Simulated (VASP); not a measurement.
Input:

```
Mg2Sn
1.0
    0.00000     3.38000     3.38000
    3.38000     0.00000     3.38000
    3.38000     3.38000     0.00000
Mg Sn
2 1
Cartesian
  1.69000   1.69000   1.69000
  5.07000   5.07000   5.07000
  0.00000   0.00000   0.00000
```

The numbers are results of AM05 GGA, VASP's PBE PAW potentials (set 64) (plane waves; VASP), not measurements. Run with 520 eV cut-off, Gaussian smearing of 0.050 eV, potentials Mg Sn_d.

Task: Give the energies of bands 7 to 12 at the high-symmetry points, in eV from the Fermi level.

Result: 
```csv
band,Γ,X,U,L,W
7,0.07,-4.53,-4.12,-4.76,-3.72
8,0.07,-2.05,-3.49,-0.77,-3.72
9,0.07,-2.05,-1.72,-0.77,-2.66
10,1.44,-0.07,0.42,0.73,2.69
11,2.20,0.18,2.65,2.25,3.04
12,2.20,7.25,5.34,2.25,3.04
```

It has no gap at this level: it comes out as a metal or semimetal.

Measured: gap 0.36 eV (computed value off by -0.36 eV), as given by Byungki Ryu et al., Journal of the Korean Physical Society (2019), arXiv:1905.06140.

The compound is Mg2Sn in the antifluorite structure. The cell was not relaxed at this level.
